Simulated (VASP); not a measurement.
```yaml
crystal:
  lattice:
    - [1.27011, -2.19990, 0.00000]
    - [1.27011, 2.19990, 0.00000]
    - [0.00000, 0.00000, 4.20143]
  atoms:
    - { symbol: B, position: [0.66667, 0.33333, 0.50021] }
    - { symbol: B, position: [0.33333, 0.66667, 0.00021] }
    - { symbol: N, position: [0.66667, 0.33333, 0.87479] }
    - { symbol: N, position: [0.33333, 0.66667, 0.37479] }
```

Calculation: MS2 meta-GGA, VASP's PBE PAW potentials (set 64) (plane waves; VASP). Numerical set-up: 520 eV cut-off, 11×11×6 Γ-centred mesh, tetrahedra with Blöchl corrections, potentials B N.

### Question
Give the energies of bands 3 to 11 at the high-symmetry points, in eV from the valence-band maximum.

### Answer

| band | Γ | M | K | A | L | H |
|---|---|---|---|---|---|---|
| 3 | -11.14 | -9.77 | -9.38 | -5.87 | -10.25 | -9.07 |
| 4 | -2.18 | -8.02 | -7.44 | -5.87 | -10.25 | -9.07 |
| 5 | -2.18 | -7.06 | -7.44 | -1.21 | -3.84 | -7.85 |
| 6 | -0.27 | -5.09 | -5.53 | -1.21 | -3.84 | -7.85 |
| 7 | 0.00 | -4.45 | -5.51 | -1.21 | -3.65 | -3.09 |
| 8 | 0.00 | -2.16 | -5.51 | -1.21 | -3.65 | -3.09 |
| 9 | 9.28 | 7.29 | 5.69 | 10.33 | 7.17 | 10.15 |
| 10 | 9.28 | 8.57 | 14.54 | 10.33 | 7.17 | 10.15 |
| 11 | 9.51 | 11.59 | 14.70 | 10.90 | 10.85 | 10.82 |

The gap is indirect, 5.69 eV, from the valence maximum at Γ to the conduction minimum at K.

The compound is BN in the wurtzite structure, a metastable high-pressure form. It was relaxed first.
